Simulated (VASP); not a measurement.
# LaAgSb2: structure and properties in VASP, part 5 of 7

What structure and properties does PBEsol give LaAgSb2, and how near are they to the measured ones? The start is a computed cell from the Materials Project.

VASP 6.6.1; PBEsol; plane waves and PAW (La, Ag, Sb).

Still holding for the runs below: The k-mesh is coarse for a metal.

So far. Step 5 (Bands along the symmetry lines (PBEsol)): There is no gap at this level. Step 6 (Density of states (PBEsol)): The finer mesh and the other smearing move the Fermi level by +0.06 eV from the 5×5×2 run, one measure of the sampling error in the zero of the bands above. Of the states within 0.3 eV of the Fermi level, the largest shares in the PAW spheres are Sb p 25 %, La f 7 % and Ag d 6 %. The rest lies in smaller channels or between the spheres.

## Step 7: Vibrations at Γ (PBEsol) (continued)

OUTCAR, selected parts (step 7):

```text
   k-points           NKPTS =     20   k-points in BZ     NKDIM =     20   number of bands    NBANDS=     40

   NELECT =      64.0000    total number of electrons

  Total       -0.4114537     -0.4114537      0.0717621      0.0000000      0.0000000     -0.0000000
  in kB       -3.2332789     -3.2332789      0.5639199      0.0000000      0.0000000     -0.0000000
  external PRESSURE =      -1.9675460 kB  Pullay stress =       0.0000000 kB

 POSITION                                       TOTAL-FORCE (eV/Angst)
 -----------------------------------------------------------------------------------
      0.00000      2.20405      2.71495        -0.000000      0.000000      0.000290
      2.20405      0.00000      7.77769         0.000000      0.000000     -0.000290
      0.00000      0.00000      0.00000         0.000000      0.000000      0.000000
      2.20405      2.20405      0.00000        -0.000000     -0.000000      0.000000
      0.00000      2.20405      8.68778         0.000000     -0.000000      0.055272
      2.20405      0.00000      1.80486         0.000000     -0.000000     -0.055272
      0.00000      0.00000      5.24632         0.000000     -0.000000      0.000000
      2.20405      2.20405      5.24632         0.000000      0.000000      0.000000
 -----------------------------------------------------------------------------------
    total drift:                                0.000000      0.000000      0.000000

 Eigenvectors and eigenvalues of the dynamical matrix
 ----------------------------------------------------

   1 f  =    4.771750 THz    29.981788 2PiTHz  159.168438 cm-1    19.734362 meV
             X         Y         Z           dx          dy          dz
      0.000000  2.204052  2.714948    -0.059227   -0.354066    0.000000
      2.204052  0.000000  7.777687     0.059227    0.354066   -0.000000
      0.000000  0.000000  0.000000    -0.043358    0.259204    0.000000
      2.204052  2.204052  0.000000     0.043358   -0.259204    0.000000
      0.000000  2.204052  8.687779    -0.090153   -0.538949   -0.000000
      2.204052  0.000000  1.804856     0.090153    0.538949    0.000000
      0.000000  0.000000  5.246318    -0.009718    0.058094   -0.000000
      2.204052  2.204052  5.246318     0.009718   -0.058094    0.000000

   2 f  =    4.771750 THz    29.981788 2PiTHz  159.168438 cm-1    19.734362 meV
             X         Y         Z           dx          dy          dz
      0.000000  2.204052  2.714948     0.354066   -0.059227    0.000000
      2.204052  0.000000  7.777687    -0.354066    0.059227    0.000000
      0.000000  0.000000  0.000000     0.259204    0.043358   -0.000000
      2.204052  2.204052  0.000000    -0.259204   -0.043358    0.000000
      0.000000  2.204052  8.687779     0.538949   -0.090153   -0.000000
      2.204052  0.000000  1.804856    -0.538949    0.090153    0.000000
      0.000000  0.000000  5.246318     0.058094    0.009718    0.000000
      2.204052  2.204052  5.246318    -0.058094   -0.009718    0.000000

   3 f  =    4.349262 THz    27.327221 2PiTHz  145.075774 cm-1    17.987095 meV
             X         Y         Z           dx          dy          dz
      0.000000  2.204052  2.714948    -0.000000    0.000000    0.458882
      2.204052  0.000000  7.777687    -0.000000    0.000000    0.458882
      0.000000  0.000000  0.000000    -0.000000    0.000000   -0.330674
      2.204052  2.204052  0.000000    -0.000000    0.000000   -0.330674
      0.000000  2.204052  8.687779     0.000000   -0.000000    0.196823
      2.204052  0.000000  1.804856     0.000000   -0.000000    0.196823
      0.000000  0.000000  5.246318     0.000000   -0.000000   -0.375956
      2.204052  2.204052  5.246318    -0.000000   -0.000000   -0.375956

   4 f  =    4.325873 THz    27.180260 2PiTHz  144.295582 cm-1    17.890364 meV
             X         Y         Z           dx          dy          dz
      0.000000  2.204052  2.714948    -0.041952    0.418196   -0.000000
      2.204052  0.000000  7.777687    -0.041952    0.418196   -0.000000
[...]
2.204052  0.000000  7.777687     0.000000   -0.000000   -0.264646
      0.000000  0.000000  0.000000     0.000000    0.000000   -0.428803
      2.204052  2.204052  0.000000    -0.000000   -0.000000   -0.428803
      0.000000  2.204052  8.687779    -0.000000    0.000000    0.415186
      2.204052  0.000000  1.804856    -0.000000    0.000000    0.415186
      0.000000  0.000000  5.246318    -0.000000   -0.000000    0.271498
      2.204052  2.204052  5.246318     0.000000    0.000000    0.271498

   7 f  =    3.594654 THz    22.585878 2PiTHz  119.904756 cm-1    14.866288 meV
             X         Y         Z           dx          dy          dz
      0.000000  2.204052  2.714948     0.000000   -0.000000    0.601680
      2.204052  0.000000  7.777687     0.000000    0.000000   -0.601680
      0.000000  0.000000  0.000000    -0.000000    0.000000    0.000000
      2.204052  2.204052  0.000000     0.000000    0.000000   -0.000000
      0.000000  2.204052  8.687779     0.000000    0.000000    0.371458
      2.204052  0.000000  1.804856    -0.000000   -0.000000   -0.371458
      0.000000  0.000000  5.246318     0.000000   -0.000000   -0.000000
      2.204052  2.204052  5.246318    -0.000000   -0.000000    0.000000

   8 f  =    3.259259 THz    20.478527 2PiTHz  108.717174 cm-1    13.479206 meV
             X         Y         Z           dx          dy          dz
      0.000000  2.204052  2.714948    -0.000000    0.000000    0.371458
      2.204052  0.000000  7.777687     0.000000   -0.000000   -0.371458
      0.000000  0.000000  0.000000     0.000000    0.000000    0.000000
      2.204052  2.204052  0.000000    -0.000000   -0.000000   -0.000000
      0.000000  2.204052  8.687779     0.000000   -0.000000   -0.601680
      2.204052  0.000000  1.804856    -0.000000    0.000000    0.601680
      0.000000  0.000000  5.246318    -0.000000   -0.000000    0.000000
      2.204052  2.204052  5.246318     0.000000    0.000000   -0.000000

   9 f  =    3.240262 THz    20.359167 2PiTHz  108.083508 cm-1    13.400641 meV
             X         Y         Z           dx          dy          dz
      0.000000  2.204052  2.714948     0.000000   -0.000000    0.000000
      2.204052  0.000000  7.777687    -0.000000    0.000000   -0.000000
      0.000000  0.000000  0.000000    -0.000000   -0.000000   -0.244785
      2.204052  2.204052  0.000000     0.000000    0.000000    0.244785
      0.000000  2.204052  8.687779    -0.000000    0.000000   -0.000000
      2.204052  0.000000  1.804856     0.000000   -0.000000    0.000000
      0.000000  0.000000  5.246318     0.000000    0.000000   -0.663386
      2.204052  2.204052  5.246318    -0.000000   -0.000000    0.663386

  10 f  =    3.176913 THz    19.961131 2PiTHz  105.970398 cm-1    13.138649 meV
             X         Y         Z           dx          dy          dz
      0.000000  2.204052  2.714948    -0.250719    0.203115   -0.000000
      2.204052  0.000000  7.777687     0.250719   -0.203115    0.000000
      0.000000  0.000000  0.000000     0.264656    0.214406   -0.000000
      2.204052  2.204052  0.000000    -0.264656   -0.214406    0.000000
      0.000000  2.204052  8.687779     0.080870   -0.065515    0.000000
      2.204052  0.000000  1.804856    -0.080870    0.065515   -0.000000
      0.000000  0.000000  5.246318    -0.403030   -0.326507   -0.000000
      2.204052  2.204052  5.246318     0.403030    0.326507    0.000000

  11 f  =    3.176913 THz    19.961131 2PiTHz  105.970398 cm-1    13.138649 meV
             X         Y         Z           dx          dy          dz
      0.000000  2.204052  2.714948     0.203115    0.250719   -0.000000
      2.204052  0.000000  7.777687    -0.203115   -0.250719    0.000000
      0.000000  0.000000  0.000000    -0.214406    0.264656    0.000000
      2.204052  2.204052  0.000000     0.214406   -0.264656   -0.000000
    [... 145 further lines ...]
      0.000000  0.000000  5.246318    -0.341713   -0.024802   -0.000000
      2.204052  2.204052  5.246318    -0.341713   -0.024802   -0.000000

 ELASTIC MODULI CONTR FROM IONIC RELAXATION (kBar)
 Direction    XX          YY          ZZ          XY          YZ          ZX
 --------------------------------------------------------------------------------
 XX         -55.3246     15.0562    -21.0265      0.0000     -0.0000      0.0000
 YY          15.0562    -55.3246    -21.0265      0.0000     -0.0000     -0.0000
 ZZ         -21.0265    -21.0265   -156.2456      0.0000      0.0000      0.0000
 XY           0.0000      0.0000      0.0000      0.0000      0.0000      0.0000
 YZ          -0.0000     -0.0000      0.0000      0.0000   -106.2626      0.0000
 ZX           0.0000     -0.0000      0.0000      0.0000      0.0000   -104.5389
 --------------------------------------------------------------------------------

[... 8 parts as in an earlier step ...]

[... 2 further parts left out ...]
```

Energies printed during the response cycles are not total energies of the cell.

This step gave:

```
bands                     : 40
pressure of the cell      : -0.1968 GPa
largest force of the cell : 0.05527 eV/Å
Fermi energy              : 8.356 eV
```

Modes at Γ, with each element's share of the kinetic energy:

```
mode  frequency (cm⁻¹)  symmetry  La %  Ag %  Sb %
   1              -2.0  acoustic    30    21    49
   2              -2.0  acoustic    30    21    49
   3              -0.1  acoustic    28    22    50
   4              51.2        Eg    39    20    41
   5              51.2        Eg    39    20    41
   6              60.6        Eu     1    23    76
   7              60.6        Eu     1    23    76
   8              77.7       A2u    15    19    65
   9              89.4        Eg    14    43    43
  10              89.4        Eg    14    43    43
  11              93.0        Eu    34    51    15
  12              93.0        Eu    34    51    15
  13              99.3        Bg     0    88    12
  14             106.0        Eg    21    23    56
  15             106.0        Eg    21    23    56
  16             108.1        Bg     0    12    88
  17             108.7       A1g    28     0    72
  18             119.9       A1g    72     0    28
  19             129.1       A2u    14    37    49
  20             144.3        Eu    35     4    60
  21             144.3        Eu    35     4    60
  22             145.1       A2u    42    22    36
  23             159.2        Eg    26    14    60
  24             159.2        Eg    26    14    60
```

Displacements in mode 5 (51.2 cm⁻¹), the largest set to 1:
```
La1  0.98  0.16  0.00
La2 -0.98 -0.16  0.00
Ag3  0.78 -0.13  0.00
Ag4 -0.78  0.13  0.00
Sb5 -1.00 -0.17  0.00
Sb6  1.00  0.17  0.00
Sb7 -0.37  0.06  0.00
Sb8  0.37 -0.06  0.00
```

Displacements in mode 20 (144.3 cm⁻¹), the largest set to 1:
```
La1  0.72  0.07  0.00
La2  0.72  0.07  0.00
Ag3  0.28  0.03  0.00
Ag4  0.28  0.03  0.00
Sb5 -1.00 -0.10  0.00
Sb6 -1.00 -0.10  0.00
Sb7 -0.08 -0.01  0.00
Sb8 -0.08 -0.01  0.00
```

The three acoustic modes lie within 2.0 cm⁻¹ of zero, and all others are real. By the characters of their eigenvectors the optical modes sort into (cm⁻¹) Raman active: Eg 51, Eg 89, Bg 99, Eg 106, Bg 108, A1g 109, A1g 120, Eg 159; infrared active: Eu 61, A2u 78, Eu 93, A2u 129, Eu 144, A2u 145. B labels carry no number here, since it depends on the setting of the axes. With a centre of inversion no mode is active in both.

## Step 8: Volume scan with PBEsol, volume scale 0.94

An equation of state needs energies on both sides of the minimum, all on one mesh and cutoff.

INCAR

```
SYSTEM = LaAgSb2
PREC = Accurate
ENCUT = 400
EDIFF = 1E-06
NELM = 100
ISMEAR = 0
SIGMA = 0.05
LREAL = .FALSE.
ALGO = Normal
GGA = PS
NBANDS = 40
LORBIT = 11
LWAVE = .FALSE.
LCHARG = .FALSE.
KPAR = 4
ISIF = 2
```

POSCAR

```
LaAgSb2
1.0
    4.3181181585      0.0000000000      0.0000000000
    0.0000000000      4.3181181585      0.0000000000
    0.0000000000      0.0000000000     10.2784398819
La Ag Sb
2 2 4
Direct
    0.0000000000      0.5000000000      0.2587479619
    0.5000000000      0.0000000000      0.7412520381
    0.0000000000      0.0000000000      0.0000000000
    0.5000000000      0.5000000000      0.0000000000
    0.0000000000      0.5000000000      0.8279882607
    0.5000000000      0.0000000000      0.1720117393
    0.0000000000      0.0000000000      0.5000000000
    0.5000000000      0.5000000000      0.5000000000
```

KPOINTS

```
Automatic mesh
0
Gamma
5 5 2
0 0 0
```

Potentials, in the order of the species: La, Ag and Sb (PBE family, release 64).

Command:

```bash
> mpirun -np 4 vasp_std
```

Output:

```text
[... set-up lines as in an earlier step ...]
 entering main loop
       N       E                     dE             d eps       ncg     rms          rms(c)
DAV:   1     0.564571797298E+03    0.56457E+03   -0.19783E+04   960   0.159E+03
DAV:   2     0.918836967691E+02   -0.47269E+03   -0.43670E+03  1152   0.334E+02
DAV:   3    -0.223315742680E+02   -0.11422E+03   -0.10900E+03  1392   0.165E+02
DAV:   4    -0.424827314097E+02   -0.20151E+02   -0.18947E+02  1792   0.657E+01
DAV:   5    -0.442648186046E+02   -0.17821E+01   -0.17011E+01  1672   0.204E+01    0.127E+01
DAV:   6    -0.415808040584E+02    0.26840E+01   -0.35780E+01  1712   0.443E+01    0.108E+01
DAV:   7    -0.415705462622E+02    0.10258E-01   -0.55839E+00  1536   0.179E+01    0.566E+00
DAV:   8    -0.415050179914E+02    0.65528E-01   -0.93817E-01  1632   0.619E+00    0.189E+00
DAV:   9    -0.414902234939E+02    0.14794E-01   -0.12847E-01  1600   0.275E+00    0.387E-01
DAV:  10    -0.414901159447E+02    0.10755E-03   -0.15689E-02  1704   0.782E-01    0.164E-01
DAV:  11    -0.414903232829E+02   -0.20734E-03   -0.28724E-03  1840   0.324E-01    0.672E-02
DAV:  12    -0.414903888926E+02   -0.65610E-04   -0.33354E-04  1624   0.882E-02    0.491E-02
DAV:  13    -0.414904599885E+02   -0.71096E-04   -0.33765E-04  1848   0.827E-02    0.197E-02
DAV:  14    -0.414904741940E+02   -0.14205E-04   -0.82369E-05  1904   0.399E-02    0.120E-02
DAV:  15    -0.414904783733E+02   -0.41793E-05   -0.42025E-05  1888   0.270E-02    0.382E-03
DAV:  16    -0.414904791778E+02   -0.80451E-06   -0.33296E-06  1120   0.854E-03
   1 F= -.41490479E+02 E0= -.41487900E+02  d E =-.515777E-02
```

It took 12 s on 4 MPI ranks of Intel Xeon 6975P-C (Granite Rapids), shared host; peak memory 1.1 GiB.

From OUTCAR (step 8):

```text
   ENCUT  =  400.0 eV  29.40 Ry    5.42 a.u.   7.04  7.04 16.76*2*pi/ulx,y,z

   NELECT =      64.0000    total number of electrons

 E-fermi :   9.1439

 k-point     1 :       0.0000    0.0000    0.0000
  band No.  band energies     occupation
    ...
     26       6.2319      2.00000
     27       7.7326      2.00000
     28       7.7326      2.00000
     29       7.7810      2.00000
     30       8.5882      2.00000
     31       9.4763      0.00000
     32       9.6239      0.00000
     33       9.6239      0.00000
     34      10.7665      0.00000
     35      11.2729      0.00000
    ...

  Total        6.6986629      6.6986629      6.0069607      0.0000000      0.0000000      0.0000000
  in kB       55.9992823     55.9992823     50.2168106      0.0000000      0.0000000      0.0000000
  external PRESSURE =      54.0717918 kB  Pullay stress =       0.0000000 kB

 POSITION                                       TOTAL-FORCE (eV/Angst)
 -----------------------------------------------------------------------------------
      0.00000      2.15906      2.65953         0.000000     -0.000000     -0.015171
      2.15906      0.00000      7.61891         0.000000      0.000000      0.015171
      0.00000      0.00000      0.00000         0.000000     -0.000000      0.000000
      2.15906      2.15906      0.00000        -0.000000      0.000000      0.000000
      0.00000      2.15906      8.51043         0.000000      0.000000     -0.265298
      2.15906      0.00000      1.76801        -0.000000     -0.000000      0.265298
      0.00000      0.00000      5.13922         0.000000     -0.000000      0.000000
      2.15906      2.15906      5.13922         0.000000      0.000000      0.000000
 -----------------------------------------------------------------------------------
    total drift:                                0.000000      0.000000     -0.000000

  FREE ENERGIE OF THE ION-ELECTRON SYSTEM (eV)
  ---------------------------------------------------
  free  energy   TOTEN  =       -41.4904791778 eV

  energy  without entropy=      -41.4853214043  energy(sigma->0) =      -41.48790029

[... 4 parts as in an earlier step ...]

[... 12 further parts left out ...]
```

The scan keeps the cell's shape and the fractional positions fixed.

This step gave:

```yaml
irreducible_k_points: 12
free_energy_toten: -41.49 eV
energy_at_zero_smearing: -41.49 eV
fermi_energy: 9.144 eV
pressure: 5.407 GPa
```

Force by atom:

```
atom  x (eV/Å)  y (eV/Å)  z (eV/Å)   size
 La1     0.000     0.000    -0.015  0.015
 La2     0.000     0.000     0.015  0.015
 Ag3     0.000     0.000     0.000  0.000
 Ag4     0.000     0.000     0.000  0.000
 Sb5     0.000     0.000    -0.265  0.265
 Sb6     0.000     0.000     0.265  0.265
 Sb7     0.000     0.000     0.000  0.000
 Sb8     0.000     0.000     0.000  0.000
```

The pressure here is 5.41 GPa.

(Continued in part 6 of 7.)

[Lines on the potential files, build, host, timing and source positions are cut from VASP's logs without a mark.]

[Logs are printed without paths, hosts, clocks, repeated set-up lines and the standing remarks that a program may print on its own settings, such as how far it seeks lower states.]

[Hosts, paths, dates, database ids (printed as entryN), source tags and the programs' standing remarks are cut or masked in the printed files.]

[Measured values are set beside computed ones only where the two were judged alike; some that the calculation misses by far are left out.]
